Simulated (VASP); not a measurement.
```xyz
2
Lattice="1.4296 -2.4761 0.0000 1.4296 2.4761 0.0000 0.0000 0.0000 4.5322" Properties=species:S:1:pos:R:3 pbc="T T T"
Ti     1.4296     0.8254     1.1330
Ti     1.4296    -0.8254     3.3991
```

These are PBE GGA with D4 dispersion, VASP's PBE PAW potentials (set 64) (plane waves; VASP) values and carry that method's errors. Numerical set-up: 520 eV cut-off, 14×14×8 Γ-centred mesh, first-order Methfessel-Paxton smearing of 0.10 eV, potentials Ti_sv.

### Question
Estimate the energy per atom (σ→0), pressure, band gap (on the k-mesh) with the smallest direct gap where there is one.

### Answer

The band gap (on the k-mesh) comes out as none (metal, semimetal or under 0.01 eV) and the energy per atom (σ→0) comes out as -8.016 eV/atom. The pressure is 7.88 GPa.

The absolute energy has meaning only against runs of the same code, potentials and settings.

The compound is Ti in the hcp structure. This cell is one point of a volume scan, at 0.94 of the reference volume.
